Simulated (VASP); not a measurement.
These are PBE GGA, VASP's PBE PAW potentials (set 64) (plane waves; VASP) values and carry that method's errors.

Input for VASP

File KPOINTS:
```
Automatic mesh
0
gamma
  10 10 6
0 0 0
```

**POSCAR**
```
Y
5.730
  0.3184991274  -0.5516567190   0.0000000000
  0.3184991274   0.5516567190   0.0000000000
  0.0000000000   0.0000000000   1.0000000000
Y
2
Cart
  0.3184991274   0.1838859408   0.2500000000
  0.3184991274  -0.1838859408   0.7500000000
```

**INCAR**
```
SYSTEM = Y
PREC = Accurate; ENCUT = 400; LREAL = .False.
LASPH = .True.
EDIFF = 1E-2; NELM = 100; ALGO = Normal
LMAXMIX = 4
ISMEAR = 1; SIGMA = 0.1
GGA = PE
ISIF = 2
LWAVE = .False.; LCHARG = .False.
```

POTCAR, in this order: Y_sv (PBE.64 set). Program: vasp_std.

The run wrote:

**OSZICAR**
```
       N       E                     dE             d eps       ncg     rms          rms(c)
DAV:   1     0.754079614628E+02    0.75408E+02   -0.10306E+04  1704   0.116E+03
DAV:   2    -0.622784149178E+01   -0.81636E+02   -0.80883E+02  2123   0.251E+02
DAV:   3    -0.131450213038E+02   -0.69172E+01   -0.68429E+01  3148   0.435E+01
DAV:   4    -0.132660751061E+02   -0.12105E+00   -0.12100E+00  1871   0.667E+00
DAV:   5    -0.132693493908E+02   -0.32743E-02   -0.32742E-02  2068   0.833E-01    0.325E+01
DAV:   6    -0.129363981138E+02    0.33295E+00   -0.44174E-01  1680   0.479E+00    0.202E+01
DAV:   7    -0.128796096421E+02    0.56788E-01   -0.87352E-01  2093   0.618E+00    0.188E+00
DAV:   8    -0.128693926558E+02    0.10217E-01   -0.18063E-01  2016   0.275E+00    0.146E+00
DAV:   9    -0.128681371170E+02    0.12555E-02   -0.34023E-03   861   0.452E-01
   1 F= -.12868137E+02 E0= -.12869326E+02  d E =0.356797E-02
```

### OUTCAR
```
------------------------ aborting loop because EDIFF is reached ----------------------------------------
  FORCE on cell =-STRESS in cart. coord.  units (eV):
  Direction    XX          YY          ZZ          XY          YZ          ZX
  --------------------------------------------------------------------------------------
  Total        0.4768704      0.4768705     -0.0049174      0.0000000      0.0000000     -0.0000000
  in kB       11.5568621     11.5568642     -0.1191728      0.0000000      0.0000000     -0.0000000
  external PRESSURE =       7.6648512 kB  Pullay stress =       0.0000000 kB
  volume of cell :       66.11
      direct lattice vectors                 reciprocal lattice vectors
     1.825000000 -3.160993000  0.000000000     0.273972603 -0.158178142  0.000000000
     1.825000000  3.160993000  0.000000000     0.273972603  0.158178142  0.000000000
     0.000000000  0.000000000  5.730000000     0.000000000  0.000000000  0.174520070
 POSITION                                       TOTAL-FORCE (eV/Angst)
 -----------------------------------------------------------------------------------
      1.82500      1.05367      1.43250         0.000000      0.000000      0.000000
      1.82500     -1.05367      4.29750        -0.000000     -0.000000      0.000000
 -----------------------------------------------------------------------------------
    total drift:                               -0.000000      0.000502     -0.000010
  FREE ENERGIE OF THE ION-ELECTRON SYSTEM (eV)
  ---------------------------------------------------
  free  energy   TOTEN  =       -12.8681371170 eV

  energy  without entropy=      -12.8717050867  energy(sigma->0) =      -12.86932644
```
(Selected blocks of OUTCAR.)

The compound is Y in the hcp structure. The cell was not relaxed at this level. The run is one of a series of settings (EDIFF = 1E-2 against the base run), some of them coarse on purpose.
